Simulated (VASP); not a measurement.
Method: LDA (Ceperley-Alder, Perdew-Zunger), VASP's LDA PAW potentials (set 64) (plane waves; VASP).

VASP input:

### POSCAR
```
Mo
1.0
 -1.5142365147   1.5142365147   1.5142365147
  1.5142365147  -1.5142365147   1.5142365147
  1.5142365147   1.5142365147  -1.5142365147
Mo
1
Cart
  0.0000000000   0.0000000000   0.0000000000
```

### KPOINTS
```
Regular mesh
0
gamma
17 17 17
0 0 0
```

INCAR:
```
LWAVE=.FALSE.
SIGMA=0.1   # width (eV)
EDIFFG=-0.02
SYSTEM=Mo
ALGO=Normal   # blocked Davidson
IBRION=2
NSW=40   # most ionic steps
PSTRESS=450   # kbar
LASPH=.TRUE.   # aspherical one-centre terms
LMAXMIX=4
LREAL=.FALSE.   # projection in real space or not
ISMEAR=1   # Methfessel-Paxton
EDIFF=1E-6   # SCF stop (eV)
ISIF=3   # ions, shape and volume
ENCUT=500
NELM=100
LCHARG=.FALSE.
PREC=Accurate
```

POTCAR, in this order: Mo_sv (LDA.64 set). Program: vasp_std.

The resulting files:

### OSZICAR
```
       N       E                     dE             d eps       ncg     rms          rms(c)
DAV:   1     0.938668002455E+02    0.93867E+02   -0.80482E+03  3670   0.129E+03
DAV:   2    -0.113258688490E+02   -0.10519E+03   -0.10130E+03  3804   0.354E+02
DAV:   3    -0.126584401516E+02   -0.13326E+01   -0.13218E+01  4229   0.412E+01
DAV:   4    -0.126618607201E+02   -0.34206E-02   -0.34203E-02  3941   0.243E+00
DAV:   5    -0.126618793457E+02   -0.18626E-04   -0.18625E-04  4218   0.175E-01    0.204E+01
DAV:   6    -0.121237669943E+02    0.53811E+00   -0.84188E-01  3852   0.118E+01    0.644E+00
DAV:   7    -0.120292909436E+02    0.94476E-01   -0.20594E-01  4106   0.539E+00    0.773E-01
DAV:   8    -0.120230026190E+02    0.62883E-02   -0.49392E-03  3807   0.101E+00    0.198E-01
DAV:   9    -0.120230205482E+02   -0.17929E-04   -0.10834E-04  4292   0.142E-01    0.842E-02
DAV:  10    -0.120230337422E+02   -0.13194E-04   -0.10420E-05  4028   0.426E-02    0.309E-03
DAV:  11    -0.120230337092E+02    0.33041E-07   -0.22229E-07  2262   0.686E-03
   1 F= -.81223291E+01 E0= -.81222593E+01  d E =-.812233E+01
       N       E                     dE             d eps       ncg     rms          rms(c)
DAV:   1    -0.166960704544E+02   -0.46730E+01   -0.15739E+02  3726   0.183E+02    0.560E+01
DAV:   2    -0.114308167150E+02    0.52653E+01   -0.96015E+00  3639   0.461E+01    0.661E+00
DAV:   3    -0.107701568046E+02    0.66066E+00   -0.20474E+00  3770   0.202E+01    0.960E+00
DAV:   4    -0.108137159405E+02   -0.43559E-01   -0.77320E-02  3864   0.360E+00    0.221E+00
DAV:   5    -0.108174886244E+02   -0.37727E-02   -0.12490E-02  3901   0.146E+00    0.367E-01
DAV:   6    -0.108173863477E+02    0.10228E-03   -0.18591E-04  3900   0.177E-01    0.224E-02
DAV:   7    -0.108173835767E+02    0.27711E-05   -0.11390E-05  4036   0.439E-02    0.995E-03
DAV:   8    -0.108173834842E+02    0.92439E-07   -0.11996E-07  1993   0.433E-03
   2 F= -.76076472E+01 E0= -.76076283E+01  d E =0.514682E+00
       N       E                     dE             d eps       ncg     rms          rms(c)
DAV:   1    -0.161966101904E+02   -0.53792E+01   -0.12005E+02  3702   0.169E+02    0.216E+01
DAV:   2    -0.121177223229E+02    0.40789E+01   -0.95425E+00  3648   0.406E+01    0.914E+00
DAV:   3    -0.118715088602E+02    0.24621E+00   -0.13966E+00  3839   0.156E+01    0.159E+00
DAV:   4    -0.119010374118E+02   -0.29529E-01   -0.10735E-02  3906   0.133E+00    0.100E+00
DAV:   5    -0.119218206821E+02   -0.20783E-01   -0.94163E-03  3872   0.954E-01    0.572E-02
DAV:   6    -0.119218147749E+02    0.59072E-05   -0.72765E-05  4038   0.108E-01    0.269E-02
DAV:   7    -0.119218088559E+02    0.59190E-05   -0.12919E-05  3891   0.431E-02    0.534E-03
DAV:   8    -0.119218088454E+02    0.10461E-07   -0.83898E-08  2178   0.351E-03
   3 F= -.81453805E+01 E0= -.81453396E+01  d E =-.230514E-01
       N       E                     dE             d eps       ncg     rms          rms(c)
DAV:   1    -0.119136666383E+02    0.81422E-02   -0.27146E-02  3777   0.247E+00    0.492E-01
DAV:   2    -0.119127136938E+02    0.95294E-03   -0.19583E-03  3753   0.609E-01    0.748E-02
DAV:   3    -0.119126390417E+02    0.74652E-04   -0.32408E-04  3870   0.240E-01    0.722E-02
DAV:   4    -0.119126505439E+02   -0.11502E-04   -0.68079E-06  3880   0.303E-02    0.260E-03
DAV:   5    -0.119126504991E+02    0.44804E-07   -0.51751E-07  2088   0.987E-03
   4 F= -.81455411E+01 E0= -.81455137E+01  d E =-.232121E-01
```

### OUTCAR
```
------------------------ aborting loop because EDIFF is reached ----------------------------------------
  FORCE on cell =-STRESS in cart. coord.  units (eV):
  Direction    XX          YY          ZZ          XY          YZ          ZX
  --------------------------------------------------------------------------------------
  Total        3.7478500      3.7478500      3.7478500     -0.0000000      0.0000000      0.0000000
  in kB      447.6993674    447.6993674    447.6993674     -0.0000000      0.0000000      0.0000000
  external PRESSURE =      -2.3006326 kB  Pullay stress =     450.0000000 kB
  volume of cell :       13.41
      direct lattice vectors                 reciprocal lattice vectors
    -1.496748284  1.496748284  1.496748284     0.000000000  0.334057507  0.334057507
     1.496748284 -1.496748284  1.496748284     0.334057507  0.000000000  0.334057507
     1.496748284  1.496748284 -1.496748284     0.334057507  0.334057507  0.000000000
 POSITION                                       TOTAL-FORCE (eV/Angst)
 -----------------------------------------------------------------------------------
      2.99350      0.00000      0.00000         0.000000     -0.000000      0.000000
 -----------------------------------------------------------------------------------
    total drift:                                0.000000     -0.000000     -0.000000
  FREE ENERGIE OF THE ION-ELECTRON SYSTEM (eV)
  ---------------------------------------------------
  free  energy   TOTEN  =       -11.9126504991 eV

  energy  without entropy=      -11.9125681293  energy(sigma->0) =      -11.91262304
  enthalpy is  TOTEN    =        -8.1455411236 eV   P V=        3.7671093755

 reached required accuracy - stopping structural energy minimisation
```
(Selected blocks of OUTCAR.)

**CONTCAR**
```
Mo
   1.00000000000000
    -1.4967482844732345    1.4967482844732345    1.4967482844732345
     1.4967482844732345   -1.4967482844732345    1.4967482844732345
     1.4967482844732345    1.4967482844732345   -1.4967482844732345
  Mo
     1
Direct
     0.0000000000000000    1.0000000000000000    1.0000000000000000
```

**OUTCAR**
```
 val. band max:       15.2332386388   @ k =   0.3529   0.1176   0.0588

 cond. band min:      15.2693631940   @ k =  -0.4706   0.4706   0.2941


 Fermi energy:        15.2573540850

 k-point     1 :       0.0000    0.0000    0.0000
  band No.  band energies     occupation
      1     -45.9289      2.00000
      2     -18.9038      2.00000
      3     -18.9038      2.00000
      4     -18.9038      2.00000
      5       7.4710      2.00000
      6      13.3958      2.00000
      7      13.3958      2.00000
      8      13.3958      2.00000
      9      17.0147     -0.00000
     10      17.0147     -0.00000
     11      30.0974      0.00000

 k-point     2 :       0.0588    0.0000    0.0000
  band No.  band energies     occupation
      1     -45.9128      2.00000
      2     -18.9880      2.00000
      3     -18.9290      2.00000
      4     -18.9048      2.00000
      5       7.6555      2.00000
      6      13.2849      2.00000
      7      13.3778      2.00000
      8      13.5734      2.00000
      9      16.8390     -0.00000
     10      17.0147     -0.00000
     11      30.2519      0.00000

 k-point     3 :       0.1176    0.0000    0.0000
  band No.  band energies     occupation
      1     -45.8665      2.00000
      2     -19.2254      2.00000
      3     -19.0004      2.00000
      4     -18.9076      2.00000
      5       8.1674      2.00000
      6      12.9821      2.00000
      7      13.3005      2.00000
      8      14.0980      2.00000
      9      16.4822     -0.00000
     10      17.0248     -0.00000
     11      30.6333      0.00000

 k-point     4 :       0.1765    0.0000    0.0000
  band No.  band energies     occupation
      1     -45.7957      2.00000
      2     -19.5760      2.00000
      3     -19.1071      2.00000
      4     -18.9119      2.00000
      5       8.8584      2.00000
      6      12.5586      2.00000
      7      13.1774      2.00000
      8      14.9442      2.00009
      9      16.2645     -0.00000
...
```

Energy and stress use the plane-wave basis of the starting cell.

The compound is Mo in the bcc structure. This run relaxes it under an external pressure of 45 GPa. Symmetry was kept, so distortions that lower it aren't found.
